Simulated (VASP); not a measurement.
Here is a VASP 6.6.1 calculation.

The input INCAR:

```
SYSTEM = Fe
ALGO = Normal
EDIFF = 1E-6
ENCUT = 600
GGA = PE
ISIF = 2
ISMEAR = 1
LASPH = .TRUE.
LCHARG = .FALSE.
LREAL = .FALSE.
LWAVE = .FALSE.
NELM = 80
PREC = Accurate
SIGMA = 0.1
```

The input KPOINTS:

```
k-points
0
G
  18 18 18
  0 0 0
```

POSCAR

```
Fe
1.0
   -1.4430000000      1.4430000000      1.4430000000
    1.4430000000     -1.4430000000      1.4430000000
    1.4430000000      1.4430000000     -1.4430000000
Fe
1
Direct
    0.0000000000      0.0000000000      0.0000000000
```

Potentials or basis: VASP PAW PBE potentials, release 64 (Fe).

The run is started by

```console
$ cat potpaw_PBE.64/Fe/POTCAR > POTCAR
$ mpirun -np 1 vasp_std > vasp.out
```

(1) Predict the band gap on the k mesh.

(2) What does it give for the pressure?

Results:

(1) none (metal or under the smearing width).

(2) -27.0 GPa.

Caveat: so large a pressure means that the cell lies far from this level's equilibrium, or that cutoff or potentials fall short; the run has no spin polarisation, though such a crystal can be magnetic.
